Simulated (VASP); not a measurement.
Wanted: the native input for a VASP 6.6.1 run.

```
Task                   : single point
Functional             : PBE
Potentials or basis    : VASP PAW PBE potentials, release 64 (H, Pb_d, N, O)
Cutoff                 : 520 eV
k mesh                 : 6 × 5 × 4
Occupations            : fermi-dirac, width 0.05 eV
Spin                   : no spin polarisation
Further INCAR settings : ALGO = Normal; EDIFF = 1e-07; NBANDS = 57
```

The structure of HPbNO4 lies in POSCAR:

```
HPbNO4
1.0
    4.9245300000      0.0000000000      0.0000000000
    0.0000000000      5.5972000000      0.0000000000
    0.0000000000      0.0000000000      7.2434700000
H Pb N O
2 2 2 8
Direct
   -0.0120010000      0.4931210000      0.1971610000
    0.4959720000     -0.0070950000      0.8098730000
    0.5095280000      0.5039220000      0.9528390000
    0.0027290000     -0.0055490000      0.0447690000
   -0.0106380000     -0.0097090000      0.6362180000
    0.5027750000      0.5074870000      0.3630830000
   -0.0109620000      0.4970220000      0.0567220000
    0.4975120000      0.0026140000      0.9369530000
   -0.0050220000      0.1991770000      0.7306040000
   -0.0056060000      0.8075480000      0.7331240000
   -0.0174370000     -0.0059480000      0.4656370000
    0.5004840000      0.6969990000      0.2667050000
    0.4986820000      0.3159460000      0.2706220000
    0.4977610000      0.4994940000      0.5275250000
```

The cell was built by a generator and needn't be a form met in nature.

The cell isn't the ideal one: atoms moved at random, drawn with an rms of 0.05 Å.

One way to write it, as run:

INCAR

```
SYSTEM = HPbNO4
  PREC = Accurate
  ENCUT = 520
  EDIFF = 1E-7
  ISMEAR = -1
  SIGMA = 0.05
  LREAL = .FALSE.
  LASPH = .TRUE.
  NELM = 80
  ALGO = Normal
  ISIF = 2
  LWAVE = .FALSE.
  LCHARG = .FALSE.
  GGA = PE
  NBANDS = 57
  KPAR = 4
```

KPOINTS

```
regular mesh
0
G
  6 5 4
  0 0 0
```

Potentials or basis: VASP PAW PBE potentials, release 64 (H, Pb_d, N, O).

The run is started by

```console
$ cat potpaw_PBE.64/H/POTCAR potpaw_PBE.64/Pb_d/POTCAR potpaw_PBE.64/N/POTCAR potpaw_PBE.64/O/POTCAR > POTCAR
$ mpirun -np 4 vasp_std > vasp.out
```

It gave:

- Pressure: 2.7 GPa
- Largest force: 3.561 eV/Å
- Band gap on the k mesh: 2.77 eV, indirect (least direct gap 2.88 eV)

Caveat: the standard files for N, O and F lose accuracy on very short bonds; spin-orbit coupling is left out, which as a rule narrows the gap of such compounds by several tenths of an eV; an odd mesh through Γ misses points on the zone boundary, where band edges often lie.

It took 2.4 min on 4 MPI ranks on AMD EPYC 9R45 96-Core Processor (Zen 5), with other jobs on the host, peak memory 0.66 GiB a rank.
